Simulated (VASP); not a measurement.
Here is the system:

```yaml
crystal:
  lattice:
    - [0.00000, 2.77492, 2.77492]
    - [2.77492, 0.00000, 2.77492]
    - [2.77492, 2.77492, 0.00000]
  atoms:
    - { symbol: Ag, position: [0.00000, 0.00000, 0.00000] }
    - { symbol: Cl, position: [0.50000, 0.50000, 0.50000] }
```

Calculation: PBE GGA, VASP's PBE PAW potentials (set 64) (plane waves; VASP). Run with 520 eV cut-off, 8×8×8 Γ-centred mesh, Gaussian smearing of 0.050 eV, potentials Ag Cl.

Problem. Give the stress tensor in GPa (positive for a compressed cell).

Solution. 
```
1.38  0.00  0.00
0.00  1.38  0.00
0.00  0.00  1.38
```
The pressure is its mean diagonal, 1.38 GPa.

The compound is AgCl in the rock salt structure. This cell is one point of a volume scan, at 0.97 of the reference volume.
